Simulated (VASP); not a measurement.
# GaAs (F-43m) in VASP: further runs

The runs below take GaAs through band structure, with r2SCAN+rVV10, HSE06, PBE.

Everything below comes from runs of VASP 6.6.1. Logs are shortened: lines on timing, memory, paths and dates and some standing lists are left out, and cuts for length are marked.

**The experiment to reproduce.**

“Evidence of valence band perturbations in GaAsN/GaAs(001): A combined variable-angle spectroscopic ellipsometry and modulated photoreflectance investigation”, 2008, arxiv:0805.2212 reports, for a bulk crystal of GaAs at 300 K: band gap 1.412 ± 0.01 eV (direct).

The runs below are set against these values where they give the same quantity.

### 1 The crystal as given

Symmetry: F-43m, No. 216, cubic system. Conventional cell: a = 5.651 Å, b = 5.651 Å, c = 5.651 Å, α = 90.00°, β = 90.00°, γ = 90.00°. Ga (site symmetry -43m) has 4 As at 2.45 Å as nearest neighbours. Around As (site symmetry -43m) lie 4 Ga at 2.45 Å.

The cell was built by a generator and needn't be a form met in nature.

### 2 Band structure, r2SCAN+rVV10

INCAR

```
SYSTEM = GaAs
PREC = Accurate ; ENCUT = 520
EDIFF = 1E-7 ; ISMEAR = 0
SIGMA = 0.02 ; LREAL = .FALSE.
LASPH = .TRUE. ; NELM = 60
ALGO = Normal ; ISIF = 2
LWAVE = .FALSE. ; LCHARG = .FALSE.
METAGGA = R2SCAN ; LMIXTAU = .TRUE.
LUSE_VDW = .TRUE. ; IVDW_NL = 2
BPARAM = 11.95 ; CPARAM = 0.0093
NBANDS = 16
```

KPOINTS

```
regular mesh
0
G
  10 10 10
  0 0 0
```

POSCAR

```
GaAs                                    
1.0
   -0.0000000000      2.8254019394      2.8254019394
    2.8254019394      0.0000000000      2.8254019394
    2.8254019394      2.8254019394      0.0000000000
  Ga              As            
     1     1
Direct
     0.0000000000000000    0.0000000000000000    0.0000000000000000
     0.2500000000000000    0.2500000000000000    0.2500000000000000
```

KPOINTS_OPT

```
path GXWKGLUWLK,UX
10
line-mode
reciprocal
 0.0000000000  0.0000000000  0.0000000000  G
 0.5000000000  0.0000000000  0.5000000000  X

 0.5000000000  0.0000000000  0.5000000000  X
 0.5000000000  0.2500000000  0.7500000000  W

 0.5000000000  0.2500000000  0.7500000000  W
 0.3750000000  0.3750000000  0.7500000000  K

 0.3750000000  0.3750000000  0.7500000000  K
 0.0000000000  0.0000000000  0.0000000000  G

 0.0000000000  0.0000000000  0.0000000000  G
 0.5000000000  0.5000000000  0.5000000000  L

 0.5000000000  0.5000000000  0.5000000000  L
 0.6250000000  0.2500000000  0.6250000000  U

 0.6250000000  0.2500000000  0.6250000000  U
 0.5000000000  0.2500000000  0.7500000000  W

 0.5000000000  0.2500000000  0.7500000000  W
 0.5000000000  0.5000000000  0.5000000000  L

 0.5000000000  0.5000000000  0.5000000000  L
 0.3750000000  0.3750000000  0.7500000000  K

 0.6250000000  0.2500000000  0.6250000000  U
 0.5000000000  0.0000000000  0.5000000000  X
```

Potentials or basis: VASP PAW PBE potentials, release 64 (Ga_d, As).

On the command line:

```sh
$ cat potpaw_PBE.64/Ga_d/POTCAR potpaw_PBE.64/As/POTCAR > POTCAR
$ mpirun -np 1 vasp_std > vasp.out
```

OUTCAR:

```text
SYSTEM = GaAs
   PREC = Accurate
   ENCUT = 520
   EDIFF = 1E-7
   ISMEAR = 0
   LREAL = .FALSE.
   LASPH = .TRUE.
   NELM = 60
   ISIF = 2
   METAGGA = R2SCAN
   IVDW_NL = 2
   BPARAM = 11.95

 ion  position               nearest neighbor table
   1  0.000  0.000  0.000-   2 2.45   2 2.45   2 2.45   2 2.45
   2  0.250  0.250  0.250-   1 2.45   1 2.45   1 2.45   1 2.45

  LATTYP: Found a face centered cubic cell.
 ALAT       =     5.6508038788

  Lattice vectors:

 A1 = (   0.0000000000,   2.8254019394,   2.8254019394)
 A2 = (   2.8254019394,   0.0000000000,   2.8254019394)
 A3 = (   2.8254019394,   2.8254019394,   0.0000000000)

Analysis of symmetry for initial positions (statically):
=====================================================================
 Subroutine PRICEL returns:
 Original cell was already a primitive cell.

 Routine SETGRP: Setting up the symmetry group for a
 face centered cubic supercell.

 Subroutine GETGRP returns: Found 24 space group operations
 (whereof 24 operations were pure point group operations)
 out of a pool of 48 trial point group operations.

The static configuration has the point symmetry T_d .

Analysis of symmetry for dynamics (positions and initial velocities):
=====================================================================
 Subroutine PRICEL returns:
 Original cell was already a primitive cell.

 Routine SETGRP: Setting up the symmetry group for a
 face centered cubic supercell.

 Subroutine GETGRP returns: Found 24 space group operations
 (whereof 24 operations were pure point group operations)
 out of a pool of 48 trial point group operations.

The dynamic configuration has the point symmetry T_d .

 Subroutine INISYM returns: Found 24 space group operations
 (whereof 24 operations are pure point group operations),
 and found     1 'primitive' translations

----------------------------------------------------------------------------------------

                                     Primitive cell

  volume of cell :      45.1098

  direct lattice vectors                    reciprocal lattice vectors
     0.000000000  2.825401939  2.825401939    -0.176965972  0.176965972  0.176965972
     2.825401939  0.000000000  2.825401939     0.176965972 -0.176965972  0.176965972
     2.825401939  2.825401939  0.000000000     0.176965972  0.176965972 -0.176965972

  length of vectors
     3.995721742  3.995721742  3.995721742     0.306514054  0.306514054  0.306514054

  position of ions in fractional coordinates (direct lattice)
     0.000000000  0.000000000  0.000000000
     0.250000000  0.250000000  0.250000000

  ion indices of the primitive-cell ions
   primitive index   ion index
                 1           1
                 2           2

----------------------------------------------------------------------------------------

 KPOINTS: regular mesh

Automatic generation of k-mesh.
 Grid dimensions read from file:
 generate k-points for:   10   10   10

 Generating k-lattice:

  Cartesian coordinates                     Fractional coordinates (reciprocal lattice)
    -0.017696597  0.017696597  0.017696597     0.100000000  0.000000000  0.000000000
     0.017696597 -0.017696597  0.017696597     0.000000000  0.100000000  0.000000000
     0.017696597  0.017696597 -0.017696597     0.000000000  0.000000000  0.100000000

  Length of vectors
     0.030651405  0.030651405  0.030651405

  Shift w.r.t. Gamma in fractional coordinates (k-lattice)
     0.000000000  0.000000000  0.000000000

 Subroutine IBZKPT returns following result:
 ===========================================

 Found     47 irreducible k-points:

 Following reciprocal coordinates:
            Coordinates               Weight
  0.000000  0.000000  0.000000      1.000000
  0.100000  0.000000  0.000000      8.000000
  0.200000  0.000000  0.000000      8.000000
  0.300000  0.000000  0.000000      8.000000
  0.400000  0.000000  0.000000      8.000000
  0.500000  0.000000  0.000000      4.000000
[... 16 lines left out ...]
  0.300000  0.300000  0.000000      6.000000
[... 45 lines left out ...]

 val. band max:        3.6844235343   @ k =   0.0000   0.0000   0.0000
 cond. band min:       4.6795183078   @ k =   0.0000   0.0000   0.0000
 fundamental gap:      0.9950947734
 Fermi energy:         3.8178464809

 k-point     1 :       0.0000    0.0000    0.0000
  band No.  band energies     occupation
      1     -11.5382      2.00000
      2     -11.5382      2.00000
      3     -11.5381      2.00000
      4     -11.4480      2.00000
      5     -11.4480      2.00000
      6      -9.5461      2.00000
[... 8 lines left out ...]
     15      14.3027      0.00000
     16      14.3027      0.00000

 k-point     2 :       0.1000    0.0000    0.0000
  band No.  band energies     occupation
      1     -11.5485      2.00000
      2     -11.5356      2.00000
      3     -11.5356      2.00000
      4     -11.4481      2.00000
      5     -11.4481      2.00000
      6      -9.4214      2.00000
[... 8 lines left out ...]
     15      13.6330      0.00000
     16      13.6330      0.00000

 k-point     3 :       0.2000    0.0000    0.0000
  band No.  band energies     occupation
      1     -11.5734      2.00000
      2     -11.5294      2.00000
      3     -11.5294      2.00000
      4     -11.4480      2.00000
      5     -11.4480      2.00000
      6      -9.0642      2.00000
[... 8 lines left out ...]
     15      13.1299      0.00000
     16      13.3313      0.00000

 k-point     4 :       0.3000    0.0000    0.0000
  band No.  band energies     occupation
      1     -11.6006      2.00000
      2     -11.5226      2.00000
      3     -11.5226      2.00000
      4     -11.4469      2.00000
      5     -11.4469      2.00000
      6      -8.5306      2.00000
[... 8 lines left out ...]
     15      13.5343      0.00000
     16      13.5343      0.00000
[... 324 lines left out ...]
 k-point    22 :      -0.2000    0.2000    0.0000
  band No.  band energies     occupation
      1     -11.6083      2.00000
      2     -11.5191      2.00000
      3     -11.5166      2.00000
      4     -11.4511      2.00000
      5     -11.4459      2.00000
      6      -8.3471      2.00000
[... 8 lines left out ...]
     15      14.9601      0.00000
     16      15.7015      0.00000

 k-point    23 :       0.3000    0.3000    0.0000
  band No.  band energies     occupation
      1     -11.6270      2.00000
      2     -11.5039      2.00000
      3     -11.5038      2.00000
      4     -11.4649      2.00000
      5     -11.4389      2.00000
      6      -8.1774      2.00000
[... 8 lines left out ...]
     15      15.8103      0.00000
     16      16.8583      0.00000

 k-point    24 :       0.4000    0.3000    0.0000
  band No.  band energies     occupation
      1     -11.6404      2.00000
      2     -11.4988      2.00000
      3     -11.4973      2.00000
      4     -11.4670      2.00000
      5     -11.4376      2.00000
      6      -7.7142      2.00000
[... 8 lines left out ...]
     15      16.5685      0.00000
     16      17.2357      0.00000

 [... further k-points ...]

------------------------ aborting loop because EDIFF is reached ----------------------------------------

  FORCE on cell =-STRESS in cart. coord.  units (eV):
  Direction    XX          YY          ZZ          XY          YZ          ZX
  --------------------------------------------------------------------------------------
  -------------------------------------------------------------------------------------
  Total        0.0071705      0.0071705      0.0071705     -0.0000000      0.0000000     -0.0000000
  in kB        0.2546775      0.2546775      0.2546775     -0.0000000      0.0000000     -0.0000000
  external PRESSURE =       0.2546775 kB  Pullay stress =       0.0000000 kB

 VOLUME and BASIS-vectors are now :
 -----------------------------------------------------------------------------
  energy-cutoff  :      520.00
  volume of cell :       45.11
      direct lattice vectors                 reciprocal lattice vectors
     0.000000000  2.825401939  2.825401939    -0.176965972  0.176965972  0.176965972
     2.825401939  0.000000000  2.825401939     0.176965972 -0.176965972  0.176965972
     2.825401939  2.825401939  0.000000000     0.176965972  0.176965972 -0.176965972

 POSITION                                       TOTAL-FORCE (eV/Angst)
 -----------------------------------------------------------------------------------
      0.00000      0.00000      0.00000         0.000000      0.000000      0.000000
      1.41270      1.41270      1.41270        -0.000000     -0.000000     -0.000000
 -----------------------------------------------------------------------------------
    total drift:                                0.000001      0.000001      0.000001

  FREE ENERGIE OF THE ION-ELECTRON SYSTEM (eV)
  ---------------------------------------------------
  free  energy   TOTEN  =       -26.5044301753 eV

  energy  without entropy=      -26.5044301753  energy(sigma->0) =      -26.50443018
```

Run time: 2.9 min. Hardware: 1 thread of Intel Xeon 6975P-C (Granite Rapids), shared host; peak memory 0.3 GiB.

What came out:

```
Free energy             : -26.5044 eV
Pressure                : 0.0 GPa
Band gap on the k mesh  : 1.00 eV, direct
Band gap along the path : 1.00 eV, direct
```

Levels at the corners of the path, in eV from the valence-band top:
```tsv
point	band 6	band 7	band 8	band 9	band 10	band 11	band 12	band 13
Γ	-13.23	0.00	0.00	0.00	1.00	4.03	4.03	4.03
X	-10.59	-7.01	-2.79	-2.79	1.70	1.91	10.87	10.87
X	-10.59	-7.01	-2.79	-2.79	1.70	1.91	10.87	10.87
W	-10.53	-6.81	-3.67	-3.46	5.01	5.02	5.89	6.43
W	-10.53	-6.81	-3.67	-3.46	5.01	5.02	5.89	6.43
K	-10.63	-6.81	-4.00	-2.35	2.23	4.99	8.52	8.58
K	-10.63	-6.81	-4.00	-2.35	2.23	4.99	8.52	8.58
Γ	-13.23	0.00	0.00	0.00	1.00	4.03	4.03	4.03
Γ	-13.23	0.00	0.00	0.00	1.00	4.03	4.03	4.03
L	-11.37	-6.84	-1.19	-1.19	1.34	4.96	4.96	8.20
L	-11.37	-6.84	-1.19	-1.19	1.34	4.96	4.96	8.20
U	-10.63	-6.81	-4.00	-2.35	2.23	4.99	8.52	8.58
U	-10.63	-6.81	-4.00	-2.35	2.23	4.99	8.52	8.58
W	-10.53	-6.81	-3.67	-3.46	5.01	5.02	5.89	6.43
W	-10.53	-6.81	-3.67	-3.46	5.01	5.02	5.89	6.43
L	-11.37	-6.84	-1.19	-1.19	1.34	4.96	4.96	8.20
L	-11.37	-6.84	-1.19	-1.19	1.34	4.96	4.96	8.20
K	-10.63	-6.81	-4.00	-2.35	2.23	4.99	8.52	8.58
U	-10.63	-6.81	-4.00	-2.35	2.23	4.99	8.52	8.58
X	-10.59	-7.01	-2.79	-2.79	1.70	1.91	10.87	10.87
```

Caveat: the PAW data sets were made with another functional, which shifts forces and pressure a little.

[end of part 1 of 2]
